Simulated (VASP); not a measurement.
All values below come from HSE06 screened hybrid, VASP's PBE PAW potentials (set 64) (plane waves; VASP 6.6.1).

A VASP calculation is set up with these files.

### POSCAR
```
C33Si31
8.7583310
  1.0000000497   0.0000000000   0.0000000000
  0.0000000000   1.0000000497   0.0000000000
  0.0000000000   0.0000000000   1.0000000497
Si C
31 33
direct
  0.4998769223   0.9997824573   0.9998469536
  0.7494109485   0.2501602161   0.0003700535
  0.7493515659   0.0002710808   0.2502896370
  0.9998735035   0.9997107847   0.9998149393
  0.2500248765   0.2501629662   0.9992332199
  0.4997560681   0.4998299499   0.9997315706
  0.7494121838   0.7494177148   0.9994116770
  0.2499915145   0.9991568230   0.2500766159
  0.4979051795   0.2537107731   0.2536247381
  0.7455593028   0.5014209897   0.2538248071
  0.4998135130   0.9996766543   0.4998435645
  0.7455939739   0.2536516027   0.5014930625
  0.7495668045   0.9992551101   0.7495910088
  0.9997363591   0.4997697865   0.9997784838
  0.2502579444   0.7493267356   0.0001181093
  0.9991477783   0.2500890298   0.2501738239
  0.2536060677   0.4981499352   0.2536908418
  0.5014046235   0.7457950978   0.2539018663
  0.9997928219   0.9996522613   0.4998471106
  0.2536957695   0.2535605463   0.4980340191
  0.7459460543   0.7457271061   0.4982355985
  0.2502524096   0.0001332624   0.7494629558
  0.5014777066   0.2536500139   0.7458683816
  0.7458147288   0.4980718475   0.7458272378
  0.0001648210   0.7493073720   0.2501108037
  0.9996625477   0.4995847598   0.4997340482
  0.2536308448   0.7457301090   0.5014055091
  0.0001680493   0.2500438876   0.7493690316
  0.2537397499   0.5012946855   0.7456014174
  0.4982707331   0.7457590747   0.7456688267
  0.9994278925   0.7493024198   0.7495492967
  0.6243520769   0.1270017465   0.1270380896
  0.8724666919   0.3751795040   0.1270448534
  0.8725222260   0.1269179696   0.3752495600
  0.1248111250   0.1248474841   0.1248554621
  0.3745318815   0.3747723702   0.1243803005
  0.6246546745   0.6248642356   0.1245725461
  0.8746679992   0.8746899741   0.1249001339
  0.3746376184   0.1243213560   0.3745787013
  0.6105129062   0.3886297769   0.3887227105
  0.8749316570   0.6246439131   0.3746513381
  0.6248121140   0.1243724086   0.6250001652
  0.8748410320   0.3745038291   0.6247832426
  0.8747541608   0.1248668492   0.8748333555
  0.1269709498   0.6244174511   0.1268230596
  0.3751359077   0.8725122268   0.1269258968
  0.1245078023   0.3745769962   0.3746459232
  0.3885530895   0.6107977224   0.3887350262
  0.6249201871   0.8749220713   0.3748777340
  0.1270073260   0.1268207164   0.6244765099
  0.3887086050   0.3885106202   0.6107510377
  0.4996124792   0.4996234735   0.4997093621
  0.6108668771   0.6107325995   0.6108166221
  0.8727599970   0.8725167919   0.6246781782
  0.3751467187   0.1269255259   0.8726670688
  0.6248284976   0.3746816230   0.8750690860
  0.8726096052   0.6244018607   0.8726876762
  0.1268593836   0.8724644514   0.3750366511
  0.1244517051   0.6246372385   0.6247723602
  0.3746769415   0.8748710591   0.6247850928
  0.1268666214   0.3750810451   0.8724682993
  0.3747629580   0.6247254954   0.8747057112
  0.6245385360   0.8725917682   0.8726781833
  0.1250133902   0.8745797926   0.8747368531
```

### KPOINTS
```
Automatic mesh
0
Gamma
1 1 1
0 0 0
```

### INCAR
```
# general
SYSTEM  =C33Si31
PREC    =Normal
ENCUT   =400
LREAL   =Auto
LASPH   =.True.
ISYM    =0

# electronic loop
EDIFF   =1E-5
NELM    =50   # most electronic steps
NELMIN  =4
ALGO    =Normal   # blocked Davidson

# smearing
ISMEAR  =0
SIGMA   =0.05

# functional
GGA     =PE   # PBE
LHFCALC =.True.
AEXX    =0.25
HFSCREEN=0.2   # 1/Angstrom
PRECFOCK=Fast

# ions
ISIF    =0

# output
LWAVE   =.False.
LCHARG  =.False.
```

POTCAR, in this order: Si C (PBE.64 set). Program: vasp_gam. Read from the step before: WAVECAR.

The run wrote:

File OSZICAR:
```
       N       E                     dE             d eps       ncg     rms          rms(c)
DAV:   1    -0.555933490807E+03   -0.55593E+03   -0.10044E+01   322   0.787E+00    0.146E+01
DAV:   2    -0.555998576764E+03   -0.65086E-01   -0.27192E-01   363   0.118E+00    0.106E+01
DAV:   3    -0.555981341456E+03    0.17235E-01   -0.12136E-02   371   0.268E-01    0.620E+00
DAV:   4    -0.555975338065E+03    0.60034E-02   -0.37508E-03   380   0.131E-01    0.357E+00
DAV:   5    -0.555973427059E+03    0.19110E-02   -0.97675E-04   380   0.682E-02    0.204E+00
DAV:   6    -0.555972802781E+03    0.62428E-03   -0.28902E-04   372   0.408E-02    0.116E+00
DAV:   7    -0.555972602687E+03    0.20009E-03   -0.99509E-05   355   0.245E-02    0.654E-01
DAV:   8    -0.555972540236E+03    0.62451E-04   -0.21257E-05   211   0.125E-02    0.379E-01
DAV:   9    -0.555972521973E+03    0.18263E-04   -0.10267E-05   219   0.942E-03    0.214E-01
DAV:  10    -0.555972517632E+03    0.43412E-05   -0.28262E-06   211   0.492E-03
   1 F= -.55597252E+03 E0= -.55597252E+03  d E =-.607718E-11
```

### OUTCAR
```
------------------------ aborting loop because EDIFF is reached ----------------------------------------
  volume of cell :      671.84
      direct lattice vectors                 reciprocal lattice vectors
     8.758331436  0.000000000  0.000000000     0.114176999  0.000000000  0.000000000
     0.000000000  8.758331436  0.000000000     0.000000000  0.114176999  0.000000000
     0.000000000  0.000000000  8.758331436     0.000000000  0.000000000  0.114176999
  FREE ENERGIE OF THE ION-ELECTRON SYSTEM (eV)
  ---------------------------------------------------
  free  energy   TOTEN  =      -555.9725176323 eV

  energy  without entropy=     -555.9725176323  energy(sigma->0) =     -555.97251763

  exchange ACFDT corr.  =         0.00000000  see jH, gK, PRB 81, 115126
```
(Selected blocks of OUTCAR.)

The supercell is sampled at Γ alone, which is coarse: total energies, pressure and levels can be off, energies of defects by several tenths of an eV.

The cell is a supercell with a defect, built from SiC (zinc blende): C_Si. The cell's shape comes from a PBE relaxation. The run is not spin-polarised, so no state with unpaired spins was tried.
